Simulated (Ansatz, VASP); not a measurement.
**NiS2: VASP beside Ansatz**

Wanted: the spread between two codes on one cell, functional and k mesh. The structure shown is the end of the VASP relaxation below.

Main program and level: Ansatz 0.2.0; plane waves, with VASP 6.6.1 beside it; single point at PBEsol and band structure at PBEsol.

### 1. The starting structure

The cell holds 3 atoms: 2 S and 1 Ni. Its edges and angles: a = 3.516 Å, b = 3.516 Å, c = 17.143 Å, α = 90.0°, β = 90.0°, γ = 120.0°. It derives from NiS2. As first built, before any earlier steps moved the atoms (in the runner's words): kind sheets cut from a layered crystal; sheets 1. Vacuum lies along c.

Structure file:

```xyz
3
Lattice="3.5163 0.0000 0.0000 -1.7581 3.0452 0.0000 0.0000 0.0000 17.1434" Properties=species:S:1:pos:R:3
S     1.7581    1.0151    9.6161
S     1.7581    1.0151    7.5274
Ni    0.0000    2.0301    8.5717
```

### 2. VASP: relaxation, PBEsol

This run makes the geometry at which the two programs are then compared.

Lines of VASP's logs that name or quote its potential files are left out, and so is its time.

File INCAR:

```
SYSTEM = NiS2
PREC = Normal
ENCUT = 300
EDIFF = 1E-05
NELM = 120
ISMEAR = 0
SIGMA = 0.05
LREAL = .FALSE.
ALGO = Fast
GGA = PS
NBANDS = 18
ISPIN = 2
MAGMOM = 0 0 1
LMAXMIX = 4
LORBIT = 11
LWAVE = .FALSE.
LCHARG = .FALSE.
KPAR = 2
IBRION = 2
NSW = 40
ISIF = 2
EDIFFG = -0.03
POTIM = 0.4
MAXMIX = 40
IDIPOL = 3
LDIPOL = .TRUE.
DIPOL = 0.5 0.5 0.5
```

File POSCAR:

```
NiS2
1.0
    3.5162581060      0.0000000000      0.0000000000
   -1.7581290530      3.0451688460      0.0000000000
    0.0000000000      0.0000000000     17.1434411046
S Ni
2 1
Direct
    0.6666666670      0.3333333330      0.5625149030
    0.6666666670      0.3333333330      0.4374850970
    0.3333333330      0.6666666670      0.5000000000
```

File KPOINTS:

```
Automatic mesh
0
Gamma
9 9 1
0 0 0
```

Potentials, in the order of the species: S and Ni (PBE family, release 64).

On the command line:

```bash
mpirun -np 2 vasp_std
```

Numbers of over 12 decimals in the logs are rounded to 6 here.

The log of the run:

```text
[banner, memory and clock lines left out]
running    2 mpi-ranks, on    1 nodes
 distrk:  each k-point on    1 cores,    2 groups
 distr:  one band on    1 cores,    1 groups

 POSCAR found type information on POSCAR S Ni
 POSCAR found :  2 types and       3 ions
|                                                                             |
|               ----> ADVICE to this user running VASP <----                  |
|                                                                             |
|     You enforced a specific xc type in the INCAR file but a different       |
|     [... a line on the potential file left out ...]
|     I HOPE YOU KNOW WHAT YOU ARE DOING!                                     |
|                                                                             |

 LDA part: xc-table for (Slater+PW92), standard interpolation
 POSCAR, INCAR and KPOINTS ok, starting setup
 FFT: planning ... GRIDC
 FFT: planning ... GRID_SOFT
 FFT: planning ... GRID
 WAVECAR not read
 entering main loop
       N       E                     dE             d eps       ncg     rms          rms(c)
DAV:   1     0.120480555459E+03    0.12048E+03   -0.62509E+03   864   0.614E+02
DAV:   2    -0.178564247655E+01   -0.12227E+03   -0.11840E+03  1068   0.192E+02
DAV:   3    -0.160914182469E+02   -0.14306E+02   -0.14034E+02  1028   0.688E+01
DAV:   4    -0.164834463499E+02   -0.39203E+00   -0.39135E+00  1182   0.133E+01
DAV:   5    -0.164931082983E+02   -0.96619E-02   -0.96600E-02  1218   0.191E+00    0.186E+01
RMM:   6    -0.217561521987E+02   -0.52630E+01   -0.34567E+01   879   0.593E+01    0.283E+01
RMM:   7    -0.161476435907E+02    0.56085E+01   -0.72046E+00   864   0.287E+01    0.116E+01
RMM:   8    -0.153619525253E+02    0.78569E+00   -0.49451E+00   864   0.183E+01    0.858E+00
RMM:   9    -0.146331191704E+02    0.72883E+00   -0.10081E+00   864   0.114E+01    0.157E+00
RMM:  10    -0.147009037686E+02   -0.67785E-01   -0.79639E-02   879   0.178E+00    0.918E-01
RMM:  11    -0.148090439549E+02   -0.10814E+00   -0.23585E-02   900   0.945E-01    0.611E-01
RMM:  12    -0.150026818424E+02   -0.19364E+00   -0.55331E-02   865   0.115E+00    0.354E-01
RMM:  13    -0.150794136003E+02   -0.76732E-01   -0.20989E-02   874   0.644E-01    0.210E-01
RMM:  14    -0.151376484788E+02   -0.58235E-01   -0.11441E-02   871   0.408E-01    0.156E-01
[...]
RMM:  19    -0.151820975959E+02   -0.28892E-03   -0.98883E-05   725   0.379E-02    0.115E-02
RMM:  20    -0.151822387931E+02   -0.14120E-03   -0.27291E-05   643   0.224E-02    0.777E-03
RMM:  21    -0.151823116224E+02   -0.72829E-04   -0.73549E-06   592   0.148E-02    0.515E-03
RMM:  22    -0.151823894333E+02   -0.77811E-04   -0.54187E-06   571   0.104E-02    0.504E-03
RMM:  23    -0.151824504571E+02   -0.61024E-04   -0.53087E-06   494   0.774E-03    0.338E-03
RMM:  24    -0.151824712558E+02   -0.20799E-04   -0.17133E-06   521   0.684E-03    0.985E-04
RMM:  25    -0.151824841816E+02   -0.12926E-04   -0.74995E-07   408   0.459E-03    0.140E-03
RMM:  26    -0.151824909116E+02   -0.67300E-05   -0.27622E-07   344   0.369E-03
   1 F= -.15182491E+02 E0= -.15181612E+02  d E =-.151825E+02  mag=    -0.0001
 curvature:   0.00 expect dE= 0.000E+00 dE for cont linesearch  0.000E+00
 trial: gam= 0.00000 g(F)=  0.279E-01 g(S)=  0.000E+00 ort = 0.000E+00 (trialstep = 0.100E+01)
 search vector abs. value=  0.279E-01
 bond charge predicted
       N       E                     dE             d eps       ncg     rms          rms(c)
DAV:   1    -0.151926660736E+02   -0.10182E-01   -0.12030E+00   918   0.541E+00    0.178E+00
RMM:   2    -0.151772234806E+02    0.15443E-01   -0.76120E-02   870   0.210E+00    0.733E-01
RMM:   3    -0.151944454497E+02   -0.17222E-01   -0.14322E-02   866   0.947E-01    0.522E-01
RMM:   4    -0.151978075744E+02   -0.33621E-02   -0.55543E-03   867   0.662E-01    0.227E-01
RMM:   5    -0.151986678643E+02   -0.86029E-03   -0.20827E-03   878   0.306E-01    0.144E-01
RMM:   6    -0.151986295352E+02    0.38329E-04   -0.78003E-04   882   0.166E-01    0.135E-01
RMM:   7    -0.151989372839E+02   -0.30775E-03   -0.19408E-04   864   0.127E-01    0.708E-02
RMM:   8    -0.151991334697E+02   -0.19619E-03   -0.78306E-05   836   0.550E-02    0.259E-02
RMM:   9    -0.151992829144E+02   -0.14944E-03   -0.26536E-05   678   0.293E-02    0.114E-02
RMM:  10    -0.151993335186E+02   -0.50604E-04   -0.47526E-06   582   0.138E-02    0.409E-03
RMM:  11    -0.151993644055E+02   -0.30887E-04   -0.15019E-06   551   0.876E-03    0.190E-03
RMM:  12    -0.151993756032E+02   -0.11198E-04   -0.51657E-07   477   0.601E-03    0.187E-03
RMM:  13    -0.151993954867E+02   -0.19884E-04   -0.32223E-07   397   0.442E-03    0.132E-03
RMM:  14    -0.151994038978E+02   -0.84110E-05   -0.22877E-07   340   0.383E-03
   2 F= -.15199404E+02 E0= -.15198759E+02  d E =-.169130E-01  mag=     0.0001
 trial-energy change:   -0.016913  1 .order   -0.016382   -0.027945   -0.004819
 step:   1.1793(harm=  1.2084)  dis= 0.02738  next Energy=   -15.199839 (dE=-0.173E-01)
 bond charge predicted
       N       E                     dE             d eps       ncg     rms          rms(c)
DAV:   1    -0.151996315022E+02   -0.23602E-03   -0.39159E-02   960   0.980E-01    0.323E-01
RMM:   2    -0.151997707803E+02   -0.13928E-03   -0.19536E-03   864   0.372E-01    0.832E-02
RMM:   3    -0.151998229170E+02   -0.52137E-04   -0.43245E-04   894   0.151E-01    0.289E-02
RMM:   4    -0.151998308094E+02   -0.78923E-05   -0.10327E-04   828   0.698E-02    0.354E-02
RMM:   5    -0.151998356999E+02   -0.48905E-05   -0.10780E-05   583   0.243E-02
   3 F= -.15199836E+02 E0= -.15199232E+02  d E =-.173448E-01  mag=     0.0002
 curvature:  -0.59 expect dE=-0.425E-09 dE for cont linesearch -0.425E-09
 trial: gam=-0.00016 g(F)=  0.717E-09 g(S)=  0.000E+00 ort = 0.448E-05 (trialstep = 0.104E+01)
 search vector abs. value=  0.100E-09
 reached required accuracy - stopping structural energy minimisation
```

Parts of OUTCAR (step 2):

```text
ion  position               nearest neighbor table
   1  0.667  0.333  0.563-   2 2.14   3 2.30   3 2.30   3 2.30
   2  0.667  0.333  0.437-   1 2.14   3 2.30   3 2.30   3 2.30
   3  0.333  0.667  0.500-   1 2.30   2 2.30   1 2.30   2 2.30   1 2.30   2 2.30

  LATTYP: Found a hexagonal cell.
 ALAT       =     3.5162581060
 C/A-ratio  =     4.8754785877

 Subroutine GETGRP returns: Found 12 space group operations
 (whereof 12 operations were pure point group operations)

The static configuration has the point symmetry D_3h.

 Found     12 irreducible k-points:

   k-points           NKPTS =     12   k-points in BZ     NKDIM =     12   number of bands    NBANDS=     18

   dimension x,y,z NGX =    16 NGY =   16 NGZ =   80
   dimension x,y,z NGXF=    32 NGYF=   32 NGZF=  160

   ENCUT  =  300.0 eV  22.05 Ry    4.70 a.u.   4.97  4.97 24.21*2*pi/ulx,y,z

   NELECT =      22.0000    total number of electrons

 k-points in reciprocal lattice and weights: Automatic mesh
   0.00000000  0.00000000  0.00000000       0.012
   0.11111111  0.00000000  0.00000000       0.074
   0.22222222  0.00000000  0.00000000       0.074
   0.33333333 -0.00000000  0.00000000       0.074
   0.44444444  0.00000000  0.00000000       0.074
   0.11111111  0.11111111  0.00000000       0.074
   0.22222222  0.11111111  0.00000000       0.148
   0.33333333  0.11111111  0.00000000       0.148
   0.44444444  0.11111111  0.00000000       0.074
   0.22222222  0.22222222  0.00000000       0.074
   0.33333333  0.22222222  0.00000000       0.148
   0.33333333  0.33333333  0.00000000       0.025

 dipolmoment           0.000000      0.000000      0.000000 electrons x Angstroem

 average (electrostatic) potential at core
       1 -94.2758       2 -94.2758       3 -92.5315

 E-fermi :  -0.8017

 spin component 1
 k-point     1 :       0.0000    0.0000    0.0000
  band No.  band energies     occupation
    ...
      6      -4.3270      1.00000
      7      -4.3270      1.00000
      8      -2.6100      1.00000
      9      -0.8335      0.81547
     10      -0.8335      0.81537
     11      -0.6601      0.00003
     12      -0.6601      0.00003
     13      -0.5092      0.00000
     14       1.1168      0.00000
     15       2.5068      0.00000
    ...

 k-point     2 :       0.1111    0.0000    0.0000
  band No.  band energies     occupation
    ...
      7      -4.4201      1.00000
      8      -2.6842      1.00000
      9      -1.3312      1.00000
     10      -1.1335      1.00000
     11      -1.0838      1.00000
     12      -0.5901      0.00000
     13      -0.2961      0.00000
     14       1.8298      0.00000
     15       2.6903      0.00000
     16       3.3401      0.00000
    ...

 k-point     3 :       0.2222    0.0000    0.0000
  band No.  band energies     occupation
    ...
      7      -4.6412      1.00000
      8      -2.9279      1.00000
      9      -2.0030      1.00000
     10      -1.9083      1.00000
     11      -1.6239      1.00000
     12      -0.4355      0.00000
     13       0.1473      0.00000
     14       2.6776      0.00000
     15       3.1844      0.00000
     16       3.9010      0.00000
    ...

 k-point     4 :       0.3333   -0.0000    0.0000
  band No.  band energies     occupation
    ...
      7      -4.8644      1.00000
      8      -3.2230      1.00000
      9      -2.5049      1.00000
     10      -2.4489      1.00000
     11      -2.1430      1.00000
     12      -0.2895      0.00000
     13       0.7132      0.00000
     14       2.7473      0.00000
     15       3.7914      0.00000
     16       4.7406      0.00000
    ...

 k-point     5 :       0.4444    0.0000    0.0000
  band No.  band energies     occupation
    ...
      7      -4.9983      1.00000
      8      -3.3173      1.00000
      9      -2.8768      1.00000
     10      -2.6735      1.00000
     11      -2.4515      1.00000
     12      -0.2076      0.00000
     13       1.1501      0.00000
     14       2.6609      0.00000
     15       3.9536      0.00000
     16       5.3899      0.00000
    ...

 k-point     6 :       0.1111    0.1111    0.0000
  band No.  band energies     occupation
    ...
      7      -4.5167      1.00000
      8      -2.8456      1.00000
      9      -1.8254      1.00000
     10      -1.6884      1.00000
     11      -1.5309      1.00000
     12      -0.5548      0.00000
     13       0.0419      0.00000
     14       2.7382      0.00000
     15       3.0602      0.00000
     16       3.7223      0.00000
    ...

  Total       -0.8953997     -0.8953997     -0.1310586      0.0000000     -0.0000000      0.0000000
  in kB       -7.8151512     -7.8151512     -1.1438945      0.0000000     -0.0000000      0.0000000
  external PRESSURE =      -5.5913990 kB  Pullay stress =       0.0000000 kB

  energy-cutoff  :      300.00
  volume of cell :      183.57
      direct lattice vectors                 reciprocal lattice vectors
     3.516258106  0.000000000  0.000000000     0.284393230  0.164194508  0.000000000
    -1.758129053  3.045168846  0.000000000     0.000000000  0.328389016  0.000000000
     0.000000000  0.000000000 17.143441105     0.000000000  0.000000000  0.058331346

 POSITION                                       TOTAL-FORCE (eV/Angst)
 -----------------------------------------------------------------------------------
      1.75813      1.01506      9.61606        -0.000000     -0.000000     -0.000096
      1.75813      1.01506      7.52738         0.000000     -0.000000      0.000096
     -0.00000      2.03011      8.57172        -0.000000      0.000000      0.000000
 -----------------------------------------------------------------------------------
    total drift:                                0.000016     -0.000009      0.000000

  FREE ENERGIE OF THE ION-ELECTRON SYSTEM (eV)
  ---------------------------------------------------
  free  energy   TOTEN  =       -15.1998356999 eV

  energy  without entropy=      -15.1986284993  energy(sigma->0) =      -15.19923210

 reached required accuracy - stopping structural energy minimisation

 vacuum level on the upper side and lower side of the slab         2.741         2.741

 total charge
# of ion       s       p       d       tot
------------------------------------------
    1        1.358   2.251   0.000   3.609
    2        1.358   2.251   0.000   3.609
    3        0.420   0.569   8.468   9.458
--------------------------------------------------
tot          3.137   5.072   8.468  16.677

 magnetization (x)
# of ion       s       p       d       tot
------------------------------------------
    1       -0.000   0.000   0.000   0.000
    2       -0.000   0.000   0.000   0.000
    3        0.000   0.000  -0.000  -0.000
--------------------------------------------------
tot         -0.000   0.000  -0.000  -0.000

[... 6 further parts left out ...]
```

CONTCAR:

```
NiS2
   1.00000000000000
     3.5162581060000000    0.0000000000000000    0.0000000000000000
    -1.7581290530000000    3.0451688460000002    0.0000000000000000
     0.0000000000000000    0.0000000000000000   17.1434411046000008
  S               Ni
     2     1
Direct
     0.6666666670000012    0.3333333329999988    0.5609175193165220
     0.6666666670000012    0.3333333329999988    0.4390824806834780
     0.3333333329999988    0.6666666670000012    0.5000000000000000
```

The moments of VASP's start collapse, so its state is non-magnetic. LASPH is off, so gradient terms of the non-spherical density inside the spheres are left out; for open d or f shells this can shift gaps and moments. The run keeps the 12 symmetry operations of its start, so it cannot find a distortion of lower symmetry.

[end of part 1 of 2]

[Lines on the potential files, build, host, timing and source positions are cut from VASP's logs without a mark.]

[Logs are printed without paths, hosts, clocks, repeated set-up lines and the standing remarks that a program may print on its own settings, such as how far it seeks lower states.]

[Hosts, paths, dates, database ids (printed as entryN), source tags and the programs' standing remarks are cut or masked in the printed files.]
